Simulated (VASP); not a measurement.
Level of theory: LDA (Ceperley-Alder, Perdew-Zunger), VASP's LDA PAW potentials (set 64) (plane waves; VASP).

A VASP calculation is set up with these files.

File POSCAR:
```
BaZrO3
1
    4.0307268134     0.0000000000     0.0000000000
    0.0000000000     4.0307268134     0.0000000000
    0.0000000000     0.0000000000     4.0307268134
Ba Zr O
1 1 3
Direct
  0.0000000000   0.0000000000   0.0000000000
  0.5000000000   0.5000000000   0.5000000000
  0.5000000000   0.0000000000   0.5000000000
  0.0000000000   0.5000000000   0.5000000000
  0.5000000000   0.5000000000   0.0000000000
```

**INCAR**
```
# general
SYSTEM  = BaZrO3
PREC    = Accurate
ENCUT   = 620
LREAL   = .False.
LASPH   = .True.

# electronic loop
EDIFF   = 1E-6
NELM    = 100
ALGO    = Normal
LMAXMIX = 4

# smearing
ISMEAR  = 0
SIGMA   = 0.05

# ions
IBRION  = 2
NSW     = 40
ISIF    = 3
EDIFFG  = -0.02
PSTRESS = 300

# output
LWAVE   = .False.
LCHARG  = .False.
```

KPOINTS:
```
Automatic mesh
0
Gamma
6 6 6
0 0 0
```

POTCAR, in this order: Ba_sv Zr_sv O (LDA.64 set). Program: vasp_std.

Energy and stress use the plane-wave basis of the starting cell. Unless said otherwise, spin-orbit coupling is left out, though it shifts the bands of the heavy elements here.

Task: What does the run give for the energy per atom (σ→0), volume per atom, band gap (on the k-mesh)?

Result: 
- energy per atom (σ→0): -9.002 eV/atom
- band gap (on the k-mesh): 3.29 eV
- volume per atom: 12.63 Å^3/atom

OSZICAR:
```
...
DAV:   1    -0.450121862256E+02    0.12295E-01   -0.82488E-03  1072   0.814E-01    0.215E-01
DAV:   2    -0.450119817686E+02    0.20446E-03   -0.93431E-04  1136   0.212E-01    0.862E-02
DAV:   3    -0.450119345465E+02    0.47222E-04   -0.13678E-04  1424   0.101E-01    0.130E-02
DAV:   4    -0.450119339302E+02    0.61624E-06   -0.32918E-05  1464   0.285E-02    0.132E-02
DAV:   5    -0.450119352451E+02   -0.13149E-05   -0.10242E-06   680   0.743E-03    0.697E-03
DAV:   6    -0.450119363193E+02   -0.10742E-05   -0.35280E-06  1024   0.956E-03    0.121E-03
DAV:   7    -0.450119363463E+02   -0.26998E-07   -0.26472E-07   496   0.340E-03
   4 F= -.33182845E+02 E0= -.33182845E+02  d E =-.745461E-01
```

The compound is BaZrO3 in the cubic perovskite structure. This run relaxes it under an external pressure of 30 GPa. Symmetry was kept, so distortions that lower it aren't found.
